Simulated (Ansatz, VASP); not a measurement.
Two plane-wave programs on Ir3C4

```
Ir C
1.0
     4.27394    0.00000    0.00000
     0.00000    4.27394    0.00000
     0.00000    0.00000    4.27394
Ir C
3 4
Direct
  0.50000 0.50000 0.00000
  0.00000 0.50000 0.50000
  0.50000 0.00000 0.50000
  0.50000 0.50000 0.50000
  0.50000 0.00000 0.00000
  0.00000 0.50000 0.00000
  0.00000 0.00000 0.50000
```

Change from the starting cell: species swapped into the W3N4 type (Pm-3m, No. 221).

Alike in both runs: functional PBE; k mesh 4 × 4 × 4; occupations gaussian, width 0.1 eV; no spin polarisation.

Ansatz relaxed the structure, and its values are those at the end. VASP's run is a single point on that final structure, the one shown.

|  | VASP | Ansatz |
| --- | --- | --- |
| version | VASP 6.6.1 | Ansatz 0.2.0 |
| potentials or method | VASP PAW PBE potentials, release 64 (Ir, C) | scalar-relativistic, plane waves, PAW |
| plane-wave cutoff (eV) | 520 | 420 |
| valence electrons in the cell | 43 | 67 |

Ansatz gave:

```
gap on the k mesh at the Fermi level (eV) : none
pressure (GPa)                            : 0.0
```

Problem. Estimate VASP's values.

Solution. gap on the k mesh at the Fermi level (eV): none; pressure (GPa): 1.7.

A gap of «none» marks a metal or a gap that the smearing closes. With one functional, cell and mesh, what is left measures potentials, basis and numerics. The two sets of potentials don't hold the same shells in valence.

Caveats: the k mesh is coarse (spacing up to 0.37 Å⁻¹), so the values aren't converged. The runs have no spin-orbit coupling, so splittings on Ir are missing.
